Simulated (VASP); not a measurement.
# Rhodium: input slips in a relaxation and what they do

Some relaxations of Rhodium get a fault in the input on purpose. Which of them show, and how? The starting structure is a measured crystal structure from the Crystallography Open Database.

Main program and level: VASP 6.6.1; Kohn-Sham DFT with plane waves and PAW; PBEsol.

**1. Starting point**

The structure is cubic, space group Fm-3m (No. 225). The conventional cell has a = 3.803 Å, b = 3.803 Å, c = 3.803 Å, α = 90.00°, β = 90.00°, γ = 90.00°. Rh has 12 Rh at 2.69 Å nearest.

**2. Reference relaxation**

Input file INCAR:

```
SYSTEM = Rh
PREC = Accurate
ENCUT = 450
EDIFF = 1E-06
NELM = 100
ISMEAR = 1
SIGMA = 0.1
LREAL = .FALSE.
ALGO = Normal
GGA = PS
LORBIT = 11
LWAVE = .FALSE.
LCHARG = .FALSE.
KPAR = 2
IBRION = 2
NSW = 50
ISIF = 3
EDIFFG = -0.01
```

Input file POSCAR:

```
Rh
1.0
    0.0000000000      1.9015500000      1.9015500000
    1.9015500000      0.0000000000      1.9015500000
    1.9015500000      1.9015500000      0.0000000000
Rh
1
Direct
    0.0000000000      0.0000000000      0.0000000000
```

Input file KPOINTS:

```
Automatic mesh
0
Gamma
12 12 12
0 0 0
```

Potentials, in the order of the species: Rh_pv (PBE family, release 64).

Command:

```bash
$ mpirun -np 2 vasp_std
```

The log of the run:

```text
[banner, memory and clock lines left out]
running    2 mpi-ranks, on    1 nodes
 distrk:  each k-point on    1 cores,    2 groups
 distr:  one band on    1 cores,    1 groups

 POSCAR found type information on POSCAR Rh
 POSCAR found :  1 types and       1 ions
|                                                                             |
|               ----> ADVICE to this user running VASP <----                  |
|                                                                             |
|     You enforced a specific xc type in the INCAR file but a different       |
|     [... a line on the potential file left out ...]
|     I HOPE YOU KNOW WHAT YOU ARE DOING!                                     |
|                                                                             |

 LDA part: xc-table for (Slater+PW92), standard interpolation
 POSCAR, INCAR and KPOINTS ok, starting setup
 FFT: planning ... GRIDC
 FFT: planning ... GRID_SOFT
 FFT: planning ... GRID
 WAVECAR not read
 entering main loop
       N       E                     dE             d eps       ncg     rms          rms(c)
DAV:   1     0.105609728280E+03    0.10561E+03   -0.86915E+03  1590   0.132E+03
DAV:   2    -0.734633330598E+01   -0.11296E+03   -0.10797E+03  1647   0.367E+02
DAV:   3    -0.877635083780E+01   -0.14300E+01   -0.14240E+01  1803   0.468E+01
DAV:   4    -0.878464359248E+01   -0.82928E-02   -0.82922E-02  1759   0.374E+00
DAV:   5    -0.878476773203E+01   -0.12414E-03   -0.12414E-03  1784   0.425E-01    0.110E+01
DAV:   6    -0.816375571302E+01    0.62101E+00   -0.14386E+00  1638   0.179E+01    0.332E+00
DAV:   7    -0.814221618057E+01    0.21540E-01   -0.26783E-02  1824   0.210E+00    0.156E+00
DAV:   8    -0.813743385649E+01    0.47823E-02   -0.43494E-03  1641   0.108E+00    0.227E-01
DAV:   9    -0.813722649016E+01    0.20737E-03   -0.14822E-04  1830   0.203E-01    0.196E-02
DAV:  10    -0.813723118605E+01   -0.46959E-05   -0.23806E-06  1598   0.220E-02    0.266E-03
DAV:  11    -0.813723122831E+01   -0.42258E-07   -0.27307E-07   954   0.782E-03
   1 F= -.81372312E+01 E0= -.81373027E+01  d E =-.813723E+01
 curvature:   0.00 expect dE= 0.000E+00 dE for cont linesearch  0.000E+00
 trial: gam= 0.00000 g(F)=  0.151E-61 g(S)=  0.337E-01 ort = 0.000E+00 (trialstep = 0.100E+01)
 search vector abs. value=  0.337E-01
 bond charge predicted
       N       E                     dE             d eps       ncg     rms          rms(c)
DAV:   1    -0.955425519332E+01   -0.14170E+01   -0.21767E+01  1668   0.765E+01    0.109E+01
DAV:   2    -0.813516351516E+01    0.14191E+01   -0.31607E+00  1629   0.278E+01    0.171E+00
DAV:   3    -0.810499843715E+01    0.30165E-01   -0.84804E-02  1761   0.417E+00    0.114E+00
DAV:   4    -0.810679154294E+01   -0.17931E-02   -0.65420E-03  1686   0.113E+00    0.289E-01
DAV:   5    -0.810741637251E+01   -0.62483E-03   -0.64967E-04  1776   0.324E-01    0.351E-02
DAV:   6    -0.810736297792E+01    0.53395E-04   -0.20481E-05  1707   0.648E-02    0.616E-03
DAV:   7    -0.810736213293E+01    0.84499E-06   -0.10661E-06  1188   0.166E-02
   2 F= -.81073621E+01 E0= -.81073154E+01  d E =0.298691E-01
 trial-energy change:    0.029869  1 .order    0.031948   -0.033677    0.097572
 step:   0.2756(harm=  0.2566)  dis= 0.00000  next Energy=    -8.141915 (dE=-0.468E-02)
 bond charge predicted
       N       E                     dE             d eps       ncg     rms          rms(c)
DAV:   1    -0.894629864332E+01   -0.83894E+00   -0.12059E+01  1659   0.590E+01    0.612E+00
DAV:   2    -0.814246039321E+01    0.80384E+00   -0.19808E+00  1623   0.212E+01    0.164E+00
DAV:   3    -0.813999446540E+01    0.24659E-02   -0.18590E-02  1782   0.179E+00    0.885E-01
DAV:   4    -0.814182479533E+01   -0.18303E-02   -0.38282E-03  1680   0.813E-01    0.130E-01
DAV:   5    -0.814201774182E+01   -0.19295E-03   -0.17735E-04  1832   0.158E-01    0.350E-02
DAV:   6    -0.814199962601E+01    0.18116E-04   -0.10058E-05  1662   0.505E-02    0.475E-03
DAV:   7    -0.814199921479E+01    0.41122E-06   -0.79907E-08  1023   0.384E-03
   3 F= -.81419992E+01 E0= -.81420376E+01  d E =-.476799E-02
 curvature:  -0.13 expect dE=-0.170E-05 dE for cont linesearch -0.170E-05
 trial: gam=-0.01945 g(F)=  0.245E-64 g(S)=  0.133E-04 ort = 0.668E-03 (trialstep = 0.855E+00)
 search vector abs. value=  0.532E-08
 reached required accuracy - stopping structural energy minimisation
```

Wall time 12 s (2 MPI ranks of AMD EPYC 7R43, shared host); peak memory 0.2 GiB.

Lines that name or quote the potential files are left out of all logs, and their timing lines are given in words.

From OUTCAR (step 2):

```text
ion  position               nearest neighbor table
   1  0.000  0.000  0.000-

  LATTYP: Found a face centered cubic cell.
 ALAT       =     3.8031000000

 Subroutine GETGRP returns: Found 48 space group operations
 (whereof 48 operations were pure point group operations)

The static configuration has the point symmetry O_h .

 Found     72 irreducible k-points:

   k-points           NKPTS =     72   k-points in BZ     NKDIM =     72   number of bands    NBANDS=     11

   dimension x,y,z NGX =    20 NGY =   20 NGZ =   20
   dimension x,y,z NGXF=    40 NGYF=   40 NGZF=   40

   ENCUT  =  450.0 eV  33.07 Ry    5.75 a.u.   4.65  4.65  4.65*2*pi/ulx,y,z

   NELECT =      15.0000    total number of electrons

 k-points in reciprocal lattice and weights: Automatic mesh
   0.00000000  0.00000000  0.00000000       0.001
   0.08333333  0.00000000  0.00000000       0.005
   0.16666667  0.00000000  0.00000000       0.005
   0.25000000  0.00000000  0.00000000       0.005
   0.33333333  0.00000000  0.00000000       0.005
   0.41666667  0.00000000  0.00000000       0.005
   0.50000000  0.00000000  0.00000000       0.002
   0.08333333  0.08333333  0.00000000       0.003
   0.16666667  0.08333333  0.00000000       0.014
[...]
-0.33333333  0.50000000  0.16666667       0.007
  -0.25000000  0.50000000  0.25000000       0.003

 average (electrostatic) potential at core
       1 -70.4561

 E-fermi :  12.1482

 k-point     1 :       0.0000    0.0000    0.0000
  band No.  band energies     occupation
    ...
      5       8.9075      2.00000
      6       8.9075      2.00000
      7       8.9075      2.00000
      8      11.0841      2.00000
      9      11.0841      2.00000
     10      28.0299      0.00000
     11      32.3812      0.00000

 k-point     2 :       0.0833    0.0000    0.0000
  band No.  band energies     occupation
    ...
      5       8.7840      2.00000
      6       9.0165      2.00000
      7       9.0165      2.00000
      8      11.0244      2.00000
      9      11.0244      2.00000
     10      28.4417      0.00000
     11      32.1835      0.00000

 k-point     3 :       0.1667    0.0000    0.0000
  band No.  band energies     occupation
    ...
      5       8.5641      2.00000
      6       9.2382      2.00000
      7       9.2382      2.00000
      8      10.9721      2.00000
      9      10.9721      2.00000
     10      29.3268      0.00000
     11      29.8290      0.00000

  Total       -0.0095713     -0.0095713     -0.0095713     -0.0000000      0.0000000      0.0000000
  in kB       -1.1368640     -1.1368640     -1.1368640     -0.0000000      0.0000000      0.0000000
  external PRESSURE =      -1.1368640 kB  Pullay stress =       0.0000000 kB

  energy-cutoff  :      450.00
  volume of cell :       13.49
      direct lattice vectors                 reciprocal lattice vectors
     0.000000000  1.889356305  1.889356305    -0.264640396  0.264640396  0.264640396
     1.889356305  0.000000000  1.889356305     0.264640396 -0.264640396  0.264640396
     1.889356305  1.889356305 -0.000000000     0.264640396  0.264640396 -0.264640396

 POSITION                                       TOTAL-FORCE (eV/Angst)
 -----------------------------------------------------------------------------------
      0.00000      0.00000      0.00000         0.000000      0.000000     -0.000000
 -----------------------------------------------------------------------------------
    total drift:                               -0.000000     -0.000000     -0.000000

  FREE ENERGIE OF THE ION-ELECTRON SYSTEM (eV)
  ---------------------------------------------------
  free  energy   TOTEN  =        -8.1419992148 eV

  energy  without entropy=       -8.1421143327  energy(sigma->0) =       -8.14203759

 reached required accuracy - stopping structural energy minimisation

 total charge
# of ion       s       p       d       tot
------------------------------------------
    1        0.419   6.320   7.067  13.807

[... 3 further parts left out ...]
```

CONTCAR:

```
Rh
   1.00000000000000
     0.0000000000000000    1.8893563047594657    1.8893563047594657
     1.8893563047594657    0.0000000000000000    1.8893563047594657
     1.8893563047594657    1.8893563047594657   -0.0000000000000000
  Rh
     1
Direct
     0.0000000000000000    0.0000000000000000    0.0000000000000000
```

This run has no spin polarisation. Its electron count is odd, so without a moment it is a metal by construction. The PAW data sets were made with PBE, which is usual practice but a small mismatch for other functionals. The run keeps the 48 symmetry operations of its start, so it cannot find a distortion of lower symmetry.

The reference relaxation ends at 13.489 Å³ an atom. Pressures at 0.985 and 1.015 times this volume, from two more relaxations that aren't shown, give a bulk modulus of 297.4 GPa.

**3. Relaxation with a functional's name that the tag doesn't take**

A slip made on purpose: a functional's name that the tag doesn't take. Against step 2 the input has GGA = PBESOL (also changed: NELM).

INCAR, as its differences from that of step 2:

```diff
@@ -4,3 +4,3 @@
 EDIFF = 1E-06
-NELM = 100
+NELM = 60
 ISMEAR = 1
@@ -9,3 +9,3 @@
 ALGO = Normal
-GGA = PS
+GGA = PBESOL
 LORBIT = 11
```

POSCAR is that of step 2.

KPOINTS is that of step 2.

Command:

```bash
$ mpirun -np 2 vasp_std
```

The log of the run:

```text
[banner, memory and clock lines left out]
running    2 mpi-ranks, on    1 nodes
[...]
|                                                                             |
|     EEEEEEE  RRRRRR   RRRRRR   OOOOOOO  RRRRRR      ###     ###     ###     |
|     E        R     R  R     R  O     O  R     R     ###     ###     ###     |
|     E        R     R  R     R  O     O  R     R     ###     ###     ###     |
|     EEEEE    RRRRRR   RRRRRR   O     O  RRRRRR       #       #       #      |
|     E        R   R    R   R    O     O  R   R                               |
|     E        R    R   R    R   O     O  R    R      ###     ###     ###     |
|     EEEEEEE  R     R  R     R  OOOOOOO  R     R     ###     ###     ###     |
|                                                                             |
|     Error: One of the selected functionals does not exist.                  |
|                                                                             |
|       ---->  I REFUSE TO CONTINUE WITH THIS SICK JOB ... BYE!!! <----       |
|                                                                             |

1
1
```

Wall time 2.8 s (2 MPI ranks).

VASP stopped with this message: “Error: One of the selected functionals does not exist”.

**4. Relaxation with a cutoff far too low**

A slip made on purpose: a cutoff far too low. Against step 2 the input has PREC = Normal and ENCUT = 140 (also changed: NELM).

INCAR, as its differences from that of step 3:

```diff
@@ -1,4 +1,4 @@
 SYSTEM = Rh
-PREC = Accurate
-ENCUT = 450
+PREC = Normal
+ENCUT = 140
 EDIFF = 1E-06
@@ -9,3 +9,3 @@
 ALGO = Normal
-GGA = PBESOL
+GGA = PS
 LORBIT = 11
```

POSCAR is that of step 3.

KPOINTS is that of step 3.

Command:

```bash
$ mpirun -np 2 vasp_std
```

The log of the run:

```text
[banner, memory and clock lines left out]
running    2 mpi-ranks, on    1 nodes
[...]
[... a notice as in an earlier step ...]

 LDA part: xc-table for (Slater+PW92), standard interpolation
 POSCAR, INCAR and KPOINTS ok, starting setup
[...]
entering main loop
       N       E                     dE             d eps       ncg     rms          rms(c)
DAV:   1     0.196511571748E+02    0.19651E+02   -0.50395E+03  1983   0.539E+02
DAV:   2    -0.389633384309E+01   -0.23547E+02   -0.22836E+02  1716   0.137E+02
DAV:   3    -0.398733633534E+01   -0.91002E-01   -0.90972E-01  1821   0.784E+00
DAV:   4    -0.398738284805E+01   -0.46513E-04   -0.46512E-04  1668   0.187E-01
[...]
DAV:  10     0.139943321296E+01    0.65270E-05   -0.52374E-06  1737   0.229E-02    0.282E-02
DAV:  11     0.139943009440E+01   -0.31186E-05   -0.88539E-07  1202   0.109E-02    0.471E-03
DAV:  12     0.139943099518E+01    0.90079E-06   -0.12887E-08   846   0.119E-03
   1 F= 0.13994310E+01 E0= 0.13994364E+01  d E =0.139943E+01
[...]
|     EEEEE    RRRRRR   RRRRRR   O     O  RRRRRR       #       #       #      |
|     E        R   R    R   R    O     O  R   R                               |
|     E        R    R   R    R   O     O  R    R      ###     ###     ###     |
|     EEEEEEE  R     R  R     R  OOOOOOO  R     R     ###     ###     ###     |
|                                                                             |
|     Orbital orthonormalization failed in the inversion of matrix            |
|     LAPACK: Routine ZPOTRF failed! kpoint: 1 spin: 1                        |
|                                                                             |
|     Possible solutions for this issue are:                                  |
|     - Please check whether the atoms are too close to each other.           |
|     - Decreasing POTIM might help during relaxations or MDs.                |
|     - Deleting CHGCAR or WAVECAR if incompatible with the structure.        |
|     - Try calculating without symmetrizing (ISYM = 0 or ISYM = -1).         |
|     - As last resort: using a different PAW for some of the atoms.          |
|                                                                             |
|       ---->  I REFUSE TO CONTINUE WITH THIS SICK JOB ... BYE!!! <----       |
|                                                                             |

1
1
```

The job ended after 3.8 s (2 MPI ranks).

VASP stopped with this message: “Orbital orthonormalization failed in the inversion of matrix LAPACK: Routine ZPOTRF failed! kpoint: 1 spin: 1”.

**5. Relaxation with too few ionic steps**

A slip made on purpose: too few ionic steps. Against step 2 the input has NSW = 2 (also changed: NELM).

INCAR, as its differences from that of step 4:

```diff
@@ -1,4 +1,4 @@
 SYSTEM = Rh
-PREC = Normal
-ENCUT = 140
+PREC = Accurate
+ENCUT = 450
 EDIFF = 1E-06
@@ -15,3 +15,3 @@
 IBRION = 2
-NSW = 50
+NSW = 2
 ISIF = 3
```

POSCAR is that of step 4.

KPOINTS is that of step 4.

Command:

```bash
$ mpirun -np 2 vasp_std
```

The log of the run:

```text
[... set-up lines as in an earlier step ...]
 entering main loop
       N       E                     dE             d eps       ncg     rms          rms(c)
[... 11 cycles as in an earlier step ...]
   1 F= -.81372312E+01 E0= -.81373027E+01  d E =-.813723E+01
[...]
N       E                     dE             d eps       ncg     rms          rms(c)
[... 7 cycles as in an earlier step ...]
   2 F= -.81073621E+01 E0= -.81073154E+01  d E =0.298691E-01
 trial-energy change:    0.029869  1 .order    0.031948   -0.033677    0.097572
 step:   0.2756(harm=  0.2566)  dis= 0.00000  next Energy=    -8.141915 (dE=-0.468E-02)
```

It took 8.2 s on 2 MPI ranks; peak memory 0.2 GiB.

OUTCAR, selected parts (step 5):

```text
  Total        1.3976077      1.3976077      1.3976077     -0.0000000      0.0000000      0.0000000
  in kB      174.7513906    174.7513906    174.7513906     -0.0000000      0.0000000      0.0000000
  external PRESSURE =     174.7513906 kB  Pullay stress =       0.0000000 kB

 POSITION                                       TOTAL-FORCE (eV/Angst)
 -----------------------------------------------------------------------------------
      0.00000      1.85730      1.85730         0.000000     -0.000000     -0.000000
 -----------------------------------------------------------------------------------
    total drift:                               -0.000000     -0.000000     -0.000000

  FREE ENERGIE OF THE ION-ELECTRON SYSTEM (eV)
  ---------------------------------------------------
  free  energy   TOTEN  =        -8.1073621329 eV

  energy  without entropy=       -8.1072219427  energy(sigma->0) =       -8.10731540

[... 1 part as in an earlier step ...]

[... 2 further parts left out ...]
[key lines of the parts left out:]
E-fermi :  13.1444
```

The relaxation used up its 2 ionic steps (NSW) before forces and stress met EDIFFG.

**6. Relaxation with too few electronic steps**

A slip made on purpose: too few electronic steps. Against step 2 the input has NELM = 4 (also changed: NSW).

INCAR, as its differences from that of step 5:

```diff
@@ -4,3 +4,3 @@
 EDIFF = 1E-06
-NELM = 60
+NELM = 4
 ISMEAR = 1
@@ -15,3 +15,3 @@
 IBRION = 2
-NSW = 2
+NSW = 30
 ISIF = 3
```

POSCAR is that of step 5.

KPOINTS is that of step 5.

Command:

```bash
$ mpirun -np 2 vasp_std
```

The log of the run:

```text
[... set-up lines as in an earlier step ...]
 entering main loop
       N       E                     dE             d eps       ncg     rms          rms(c)
[... 4 cycles as in an earlier step ...]
 -----------------------------------------------------------------------------
|                                                                             |
|           W    W    AA    RRRRR   N    N  II  N    N   GGGG   !!!           |
|           W    W   A  A   R    R  NN   N  II  NN   N  G    G  !!!           |
|           W    W  A    A  R    R  N N  N  II  N N  N  G       !!!           |
|           W WW W  AAAAAA  RRRRR   N  N N  II  N  N N  G  GGG   !            |
|           WW  WW  A    A  R   R   N   NN  II  N   NN  G    G                |
|           W    W  A    A  R    R  N    N  II  N    N   GGGG   !!!           |
|                                                                             |
|     The electronic self-consistency was not achieved in the given           |
|     number of steps (NELM). The forces and other quantities evaluated       |
[...]
|     E        R   R    R   R    O     O  R   R                               |
|     E        R    R   R    R   O     O  R    R      ###     ###     ###     |
|     EEEEEEE  R     R  R     R  OOOOOOO  R     R     ###     ###     ###     |
|                                                                             |
|     Orbital orthonormalization failed in the inversion of matrix            |
|     LAPACK: Routine ZPOTRF failed! kpoint: 1 spin: 1                        |
|                                                                             |
|     Possible solutions for this issue are:                                  |
|     - Please check whether the atoms are too close to each other.           |
|     - Decreasing POTIM might help during relaxations or MDs.                |
|     - Deleting CHGCAR or WAVECAR if incompatible with the structure.        |
|     - Try calculating without symmetrizing (ISYM = 0 or ISYM = -1).         |
|     - As last resort: using a different PAW for some of the atoms.          |
|                                                                             |
|       ---->  I REFUSE TO CONTINUE WITH THIS SICK JOB ... BYE!!! <----       |
|                                                                             |
 -----------------------------------------------------------------------------

1
1
```

Run time: 4.6 s. Hardware: 2 MPI ranks.

VASP stopped with this message: “Orbital orthonormalization failed in the inversion of matrix LAPACK: Routine ZPOTRF failed! kpoint: 1 spin: 1”.

**7. The runs compared**

| run | ended | volume (Å³/atom) | bulk modulus (GPa) | pressure left (GPa) | core minutes |
| --- | --- | --- | --- | --- | --- |
| reference | converged | 13.489 | 297.4 | -0.11 | 0.4 |
| a functional's name that the tag doesn't take | stopped by VASP | - | - | - | 0.0933 |
| a cutoff far too low | stopped by VASP | - | - | - | 0.127 |
| too few ionic steps | not converged | - | - | - | 0.273 |
| too few electronic steps | stopped by VASP | - | - | - | 0.153 |

Core minutes are wall time times ranks, summed over the relaxations behind a row (those for a bulk modulus apart), on shared hosts.

**8. Results**

```json
{
  "volume of the reference": "13.49 Å³/atom",
  "run with a functional's name that the tag doesn't take": "stopped by VASP",
  "run with a cutoff far too low": "stopped by VASP",
  "run with too few ionic steps": "not converged",
  "run with too few electronic steps": "stopped by VASP"
}
```

In words: VASP stopped by itself in the runs with a functional's name that the tag doesn't take, a cutoff far too low and too few electronic steps. The run with too few ionic steps didn't converge. Further runs on this material are not shown.

[Lines on the potential files, build, host, timing and source positions are cut from VASP's logs without a mark.]

[Logs are printed without paths, hosts, clocks, repeated set-up lines and the standing remarks that a program may print on its own settings, such as how far it seeks lower states.]

[Hosts, paths, dates, database ids (printed as entryN), source tags and the programs' standing remarks are cut or masked in the printed files.]
